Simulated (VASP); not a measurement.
Consider the following.

```xyz
2
Lattice="1.4510 -2.5132 0.0000 1.4510 2.5132 0.0000 0.0000 0.0000 4.5999" Properties=species:S:1:pos:R:3 pbc="T T T"
Ti     1.4510     0.8377     1.1500
Ti     1.4510    -0.8377     3.4499
```

Method: vdW-DF-cx, VASP's PBE PAW potentials (set 64) (plane waves; VASP). Run with 520 eV cut-off, Gaussian smearing of 0.050 eV, potentials Ti_sv.

**Question.** Estimate the band gap (along the path) with the smallest direct gap where there is one.

**Answer.** 
| Property | Result |
|---|---|
| band gap (along the path) | none (metal, semimetal or under 0.01 eV) |

Only differences to runs with the same potentials and settings are physical.

The compound is Ti in the hcp structure. It was relaxed first.
